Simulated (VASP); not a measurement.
Runs of VASP 6.6.1 on CeNiAsO. It takes space group P4/nmm (No. 129, tetragonal). The conventional cell has a = 4.015 Å, b = 4.015 Å, c = 7.907 Å, α = 90.00°, β = 90.00°, γ = 90.00°. Around Ce (site symmetry 4mm) lie 4 O at 2.35 Å. As (site symmetry 4mm) has 4 Ni at 2.33 Å as nearest neighbours. Ni (site symmetry -4m2) is surrounded by 4 As at 2.33 Å. O (site symmetry -4m2) has 4 Ce at 2.35 Å as nearest neighbours. The cell is a database's computed one.

```csv
level,potentials or basis,gap on the mesh (eV),pressure (GPa),moment (μB),relaxed volume (Å³/atom),largest force (eV/Å)
RPBE,"VASP PAW PBE potentials, release 64 (Ce, As, Ni, O)",none,0.0,0.00,16.49,0.01
LDA,"VASP PAW LDA potentials, release 64 (Ce, As, Ni, O)",none,0.1,0.00,14.92,0.01
revPBE,"VASP PAW PBE potentials, release 64 (Ce, As, Ni, O)",none,0.1,0.00,16.34,0.01
PBEsol,"VASP PAW PBE potentials, release 64 (Ce, As, Ni, O)",none,0.0,0.00,(a),-
```

Alike in all rows: task relaxation of cell and atoms; spin collinear, ferromagnetic start; cell relaxed; k mesh 5 × 5 × 3; cutoff (eV) 600; smearing fermi-dirac 0.05 eV.

Task: Fill in the values left out.

Result: (a) 15.26.

Caveats: the magnetic or orbital state may not be the lowest; spin-orbit coupling is left out, which moves the levels of the heavy elements; without U or exact exchange the open f shell lies at the Fermi level, which spoils levels, moments and volumes; the PAW data sets were made with another functional, which shifts forces and pressure a little (some runs).

A k mesh can miss the band edges, and the runs leave out spin-orbit coupling on As, Ce.

A gap of «none» marks a metal or a gap under the smearing width.

Runs at the PBE level aren't shown here.
